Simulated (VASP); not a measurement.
Calculation: PBE GGA, VASP's PBE PAW potentials (set 64) (plane waves; VASP).

Input for VASP

File POSCAR:
```
NaI
3.2566470
  0.0000000000   1.0000001455   1.0000001455
  1.0000001455   0.0000000000   1.0000001455
  1.0000001455   1.0000001455   0.0000000000
Na I
1 1
Cart
  0.0000000000   0.0000000000   0.0000000000
  1.0000001455   1.0000001455   1.0000001455
```

INCAR:
```
LCHARG = .True.
ISIF = 2
ISMEAR = -5
ENCUT = 400   ! plane-wave cut-off (eV)
GGA = PE   ! PBE
NELM = 100   ! most electronic steps
LASPH = .True.
ALGO = Normal   ! blocked Davidson
SYSTEM = NaI
LORBIT = 11   ! lm-projected
PREC = Accurate
LWAVE = .False.
NEDOS = 601   ! DOS grid
LMAXMIX = 4   ! l cut-off of mixed one-centre charges
EDIFF = 1E-7
LREAL = .False.
```

File KPOINTS:
```
Automatic mesh
0
gamma
 8 8 8
0 0 0
```

POTCAR, in this order: Na_pv I (PBE.64 set). Program: vasp_std.

Output

OUTCAR:
```
 ion  position               nearest neighbor table
   1  0.000  0.000  0.000-
   2  0.500  0.500  0.500-
  LATTYP: Found a face centered cubic cell.
 ALAT       =     6.5132949476
 Subroutine PRICEL returns:
 Original cell was already a primitive cell.
 Subroutine GETGRP returns: Found 48 space group operations
The static configuration has the point symmetry O_h .
The dynamic configuration has the point symmetry O_h .
 Subroutine INISYM returns: Found 48 space group operations
 Subroutine IBZKPT returns following result:
 Found     29 irreducible k-points:

 Following reciprocal coordinates:
            Coordinates               Weight
  0.000000  0.000000  0.000000      1.000000
  0.125000  0.000000  0.000000      8.000000
  0.250000  0.000000  0.000000      8.000000
  0.375000  0.000000  0.000000      8.000000
  0.500000  0.000000  0.000000      4.000000
  0.125000  0.125000  0.000000      6.000000
  0.250000  0.125000  0.000000     24.000000
  0.375000  0.125000  0.000000     24.000000
  0.500000  0.125000  0.000000     24.000000
 -0.375000  0.125000  0.000000     24.000000
 -0.250000  0.125000  0.000000     24.000000
 -0.125000  0.125000  0.000000     12.000000
  0.250000  0.250000  0.000000      6.000000
  0.375000  0.250000  0.000000     24.000000
  0.500000  0.250000  0.000000     24.000000
 -0.375000  0.250000  0.000000     24.000000
 -0.250000  0.250000  0.000000     12.000000
  0.375000  0.375000  0.000000      6.000000
  0.500000  0.375000  0.000000     24.000000
 -0.375000  0.375000  0.000000     12.000000
  0.500000  0.500000  0.000000      3.000000
  0.375000  0.250000  0.125000     24.000000
  0.500000  0.250000  0.125000     48.000000
 -0.375000  0.250000  0.125000     24.000000
...
```

OSZICAR:
```
       N       E                     dE             d eps       ncg     rms          rms(c)
DAV:   1     0.675793887779E+02    0.67579E+02   -0.60970E+03   646   0.934E+02
DAV:   2    -0.209698075628E+00   -0.67789E+02   -0.64537E+02   677   0.208E+02
DAV:   3    -0.532332065180E+01   -0.51136E+01   -0.50898E+01   793   0.611E+01
DAV:   4    -0.545475478809E+01   -0.13143E+00   -0.13138E+00   777   0.106E+01
DAV:   5    -0.545779243735E+01   -0.30376E-02   -0.30376E-02   795   0.152E+00    0.162E+00
DAV:   6    -0.539412244218E+01    0.63670E-01   -0.89753E-02   740   0.197E+00    0.112E+00
DAV:   7    -0.538491140769E+01    0.92110E-02   -0.74543E-02   731   0.166E+00    0.595E-01
DAV:   8    -0.538706135668E+01   -0.21499E-02   -0.53337E-03   665   0.700E-01    0.150E-01
DAV:   9    -0.538702906987E+01    0.32287E-04   -0.13399E-04   728   0.126E-01    0.422E-02
DAV:  10    -0.538704790371E+01   -0.18834E-04   -0.40790E-05   743   0.762E-02    0.613E-03
DAV:  11    -0.538704885195E+01   -0.94824E-06   -0.40062E-06   680   0.218E-02    0.180E-03
DAV:  12    -0.538704915851E+01   -0.30656E-06   -0.44645E-07   725   0.616E-03    0.803E-04
DAV:  13    -0.538704918378E+01   -0.25275E-07   -0.17481E-08   442   0.948E-04
   1 F= -.53870492E+01 E0= -.53870492E+01  d E =0.000000E+00
```

**OUTCAR**
```
------------------------ aborting loop because EDIFF is reached ----------------------------------------
  FORCE on cell =-STRESS in cart. coord.  units (eV):
  Direction    XX          YY          ZZ          XY          YZ          ZX
  --------------------------------------------------------------------------------------
  Total        0.0083474      0.0083474      0.0083474      0.0000000     -0.0000000     -0.0000000
  in kB        0.1936067      0.1936067      0.1936067      0.0000000     -0.0000000     -0.0000000
  external PRESSURE =       0.1936067 kB  Pullay stress =       0.0000000 kB
  volume of cell :       69.08
      direct lattice vectors                 reciprocal lattice vectors
     0.000000000  3.256647474  3.256647474    -0.153532123  0.153532123  0.153532123
     3.256647474  0.000000000  3.256647474     0.153532123 -0.153532123  0.153532123
     3.256647474  3.256647474  0.000000000     0.153532123  0.153532123 -0.153532123
  FREE ENERGIE OF THE ION-ELECTRON SYSTEM (eV)
  ---------------------------------------------------
  free  energy   TOTEN  =        -5.3870491838 eV

  energy  without entropy=       -5.3870491838  energy(sigma->0) =       -5.38704918

 total charge

# of ion       s       p       d       tot
------------------------------------------
    1        0.041   5.971   0.000   6.012
    2        1.494   2.851   0.002   4.347
--------------------------------------------------
tot          1.535   8.822   0.002  10.359
```
(Selected blocks of OUTCAR.)

The compound is NaI in the rock salt structure. It was relaxed first.
